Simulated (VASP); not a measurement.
All values below come from vdW-DF2, VASP's PBE PAW potentials (set 64) (plane waves; VASP).

A VASP calculation is set up with these files.

### POSCAR
```
MnF2
1
    4.9537802832     0.0000000000     0.0000000000
    0.0000000000     4.9537802832     0.0000000000
    0.0000000000     0.0000000000     3.3688092097
Mn F
2 4
Direct
  1.0000000000   0.0000000000   0.0000000000
  0.5000000000   0.5000000000   0.5000000000
  0.3028041082   0.3028041082   1.0000000000
  0.8028041082   0.1971958918   0.5000000000
  0.1971958918   0.8028041082   0.5000000000
  0.6971958918   0.6971958918   0.0000000000
```

INCAR:
```
# general
SYSTEM   = MnF2
PREC     = Accurate
ENCUT    = 520
LREAL    = .FALSE.
LASPH    = .TRUE.

# electronic loop
EDIFF    = 1E-7
NELM     = 100
ALGO     = Normal
LMAXMIX  = 4

# smearing
ISMEAR   = 0
SIGMA    = 0.05

# functional
GGA      = ML
LUSE_VDW = .TRUE.
AGGAC    = 0.0
ZAB_VDW  = -1.8867

# spin
ISPIN    = 2
MAGMOM   = 4.5 -4.5 -0.0 2*0.0 -0.0

# ions
IBRION   = 2
NSW      = 30
ISIF     = 4
EDIFFG   = -0.01

# output
LWAVE    = .FALSE.
LCHARG   = .FALSE.
LORBIT   = 10
```

KPOINTS:
```
Regular mesh
0
gamma
  5 5 7
```

POTCAR, in this order: Mn_pv F (PBE.64 set). Program: vasp_std.

Predict the energy per atom (σ→0), cell moment.

* **energy per atom (σ→0)**: -4.231 eV/atom
* **cell moment**: 0.00 μB

File OSZICAR:
```
...
DAV:  12    -0.253870492949E+02   -0.90506E-04   -0.58345E-05  3488   0.637E-02    0.441E-02
DAV:  13    -0.253870456779E+02    0.36169E-05   -0.18208E-05  3240   0.354E-02    0.133E-02
DAV:  14    -0.253870556861E+02   -0.10008E-04   -0.57550E-06  3592   0.227E-02    0.239E-03
DAV:  15    -0.253870592685E+02   -0.35824E-05   -0.45044E-07  2864   0.584E-03    0.113E-03
DAV:  16    -0.253870587837E+02    0.48479E-06   -0.77594E-08  1912   0.220E-03    0.540E-04
DAV:  17    -0.253870591413E+02   -0.35767E-06   -0.10416E-08  1704   0.839E-04    0.144E-04
DAV:  18    -0.253870590890E+02    0.52378E-07   -0.22686E-09  1656   0.375E-04
   1 F= -.25387059E+02 E0= -.25387059E+02  d E =-.253871E+02  mag=     0.0000
```

The compound is MnF2 in the rutile structure. It was relaxed first, which changed the volume by +5 %.
